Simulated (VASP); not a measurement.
Here is the system:

```
ZrS2
1.0
    1.82573    -3.16225     0.00000
    1.82573     3.16225     0.00000
    0.00000     0.00000     6.46545
Zr S
1 2
Cartesian
  0.00000   0.00000   0.00000
  1.82573   1.05409   1.43247
  1.82573  -1.05409   5.03298
```

Level of theory: PW91 GGA, VASP's PBE PAW potentials (set 64) (plane waves; VASP 6.6.1). Run with 520 eV cut-off, 7×7×4 Γ-centred mesh, Gaussian smearing of 0.050 eV, potentials Zr_sv S.

Without a dispersion term in the relaxation, distances and binding between the weakly bound layers, chains or molecules are unreliable, and so is what depends on them.

Q: The ions and cell shape at fixed volume are relaxed. What does this cell relax into?

A: 
```
ZrS2
1.0
    1.84133    -3.18928     0.00000
    1.84133     3.18928     0.00000
    0.00000     0.00000     6.35633
Zr S
1 2
Cartesian
  0.00000   0.00000   0.00000
  1.84133   1.06310   1.44970
  1.84133  -1.06310   4.90664
```
Space group P-3m1 (164), at a tolerance of 0.03 Å.

Q: How much energy does the relaxation gain?

A: The energy (σ→0) changes by -5.4 meV/atom, in 5 ionic steps.

```tsv
step	E(σ→0) (eV)	max force (eV/Å)	pressure (GPa)	volume (Å³)
1	-21.4677	0.359	2.63	74.66
2	-21.4775	0.173	1.68	74.66
3	-21.4813	0.042	0.58	74.66
4	-21.4835	0.022	0.35	74.66
5	-21.4839	0.009	0.17	74.66
```

The compound is ZrS2 in the 1T layered structure. This cell is one point of a volume scan, at 0.97 of the reference volume. Symmetry was kept, so distortions that lower it aren't found.
